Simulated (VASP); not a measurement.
VASP input:

### INCAR
```
SYSTEM=CdI2
PREC=Accurate; ENCUT=480; LREAL=.FALSE.
LASPH=.TRUE.
EDIFF=1E-7; NELM=100; ALGO=Normal
LMAXMIX=4
ISMEAR=0; SIGMA=0.05
GGA=PE
IBRION=2; NSW=40; ISIF=3
EDIFFG=-0.01; PSTRESS=200
LWAVE=.FALSE.; LCHARG=.FALSE.
```

File KPOINTS:
```
Automatic mesh
0
Gamma
6 6 4
0 0 0
```

### POSCAR
```
CdI2
1
    1.8967973185    -3.2853511137     0.0000000000
    1.8967973185     3.2853511137    -0.0000000000
    0.0000000000    -0.0000000000     6.1436224089
Cd I
1 2
Direct
  1.0000000000   0.0000000000   0.0000000000
  0.3333330000   0.6666670000   0.2880222781
  0.6666670000   0.3333330000   0.7119777219
```

POTCAR, in this order: Cd I (PBE.64 set). Program: vasp_std.

Question: Translate this PBE calculation to Quantum ESPRESSO's pw.x.

Answer: One equivalent input (not run):
```
&CONTROL
  calculation = 'vc-relax'
  pseudo_dir = './pseudo'
  outdir = './out'
  tprnfor = .true.
  tstress = .true.
  nstep = 40
  forc_conv_thr = 0.00039
/
&SYSTEM
  ibrav = 0
  nat = 3
  ntyp = 2
  ecutwfc = 102
  occupations = 'smearing'
  smearing = 'gaussian'
  degauss = 0.003675
  input_dft = 'pbe'
/
&ELECTRONS
  conv_thr = 7.3e-09
  electron_maxstep = 100
/
&IONS
/
&CELL
  press = 200
/
ATOMIC_SPECIES
  Cd 112.414 Cd.upf
  I 126.904 I.upf
CELL_PARAMETERS angstrom
     1.8967973   -3.2853511    0.0000000
     1.8967973    3.2853511   -0.0000000
     0.0000000   -0.0000000    6.1436224
ATOMIC_POSITIONS crystal
  Cd   1.0000000  0.0000000  0.0000000
  I    0.3333330  0.6666670  0.2880223
  I    0.6666670  0.3333330  0.7119777
K_POINTS automatic
  6 6 4 0 0 0
```
What does not carry over: the potentials are each code's own (VASP's PAW set, PseudoDojo norm-conserving files in pw.x), so ENCUT and ecutwfc are chosen apart and not converted; conv_thr bounds pw.x's estimated SCF error, while EDIFF bounds the energy change between steps; forc_conv_thr acts on force components and is met together with etot_conv_thr.

The compound is CdI2 in the 1T layered structure. It was relaxed first under an external pressure of 20 GPa.
